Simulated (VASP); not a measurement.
Given:

```
NaH
1.0
    3.38540     0.00000     0.00000
    0.00000     4.78767     0.00000
    0.00000     0.00000    24.87240
Na H
6 6
Direct
  0.00000   0.00000   0.32986
  0.50000   0.50000   0.39792
  0.00000   0.00000   0.46597
  0.50000   0.50000   0.53403
  0.00000   0.00000   0.60208
  0.50000   0.50000   0.67014
  0.50000   0.00000   0.39792
  0.00000   0.50000   0.32986
  0.50000   0.00000   0.53403
  0.00000   0.50000   0.46597
  0.50000   0.00000   0.67014
  0.00000   0.50000   0.60208
```

These are PBEsol GGA, VASP's PBE PAW potentials (set 64) (plane waves; VASP) values and carry that method's errors. Settings: PREC = Normal, EDIFF = 1E-5, 400 eV cut-off, 6×4×1 Γ-centred mesh, Gaussian smearing of 0.050 eV, potentials Na_pv H.

Question: The ions are relaxed. Which structure does the run end with?

Answer: 
```
NaH
1.0
    3.38540     0.00000     0.00000
    0.00000     4.78767     0.00000
    0.00000     0.00000    24.87240
Na H
6 6
Direct
  0.00000   0.00000   0.33377
  0.50000   0.50000   0.39420
  0.00000   0.00000   0.46675
  0.50000   0.50000   0.53325
  0.00000   0.00000   0.60580
  0.50000   0.50000   0.66623
  0.50000   0.00000   0.39579
  0.00000   0.50000   0.33144
  0.50000   0.00000   0.53416
  0.00000   0.50000   0.46584
  0.50000   0.00000   0.66856
  0.00000   0.50000   0.60421
```

Question: How much energy does the relaxation gain?

Answer: The energy (σ→0) changes by -3.9 meV/atom, in 8 ionic steps.

The cell is a thin slab with vacuum, built from NaH (rock salt): (110) face.
